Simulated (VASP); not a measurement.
Data:

```
CELL_PARAMETERS angstrom
      1.80000    -3.11769     0.00000
      1.80000     3.11769     0.00000
      0.00000     0.00000     5.69000
ATOMIC_POSITIONS crystal
  Tb 0.33333 0.66667 0.25000
  Tb 0.66667 0.33333 0.75000
```
Cell charge -0.1.

All values below come from PBE GGA, VASP's PBE PAW potentials (set 64) (plane waves; VASP). Numerical set-up: NELECT = 18.1, 400 eV cut-off, 11×11×6 Γ-centred mesh, Gaussian smearing of 0.050 eV, potentials Tb_3.

The 4f electrons are frozen in the core of the lanthanide potential, so 4f levels, which can set the real gap, and their magnetism are missing. The cell is charged, with a uniform compensating background.

Problem. Estimate the energy per atom (σ→0), pressure, band gap (on the k-mesh) with the smallest direct gap where there is one.

Solution. 
The band gap (on the k-mesh) comes out as none (metal, semimetal or under 0.01 eV). The energy per atom (σ→0) is -423.8 kJ/mol of atoms and the pressure is 1.86 GPa.

The absolute energy has meaning only against runs of the same code, potentials and settings.

The compound is Tb in the hcp structure. The cell was not relaxed at this level. The run is one of a series of settings (ISMEAR = 0, NELECT = 18.1, SIGMA = 0.05 against the base run), some of them coarse on purpose.
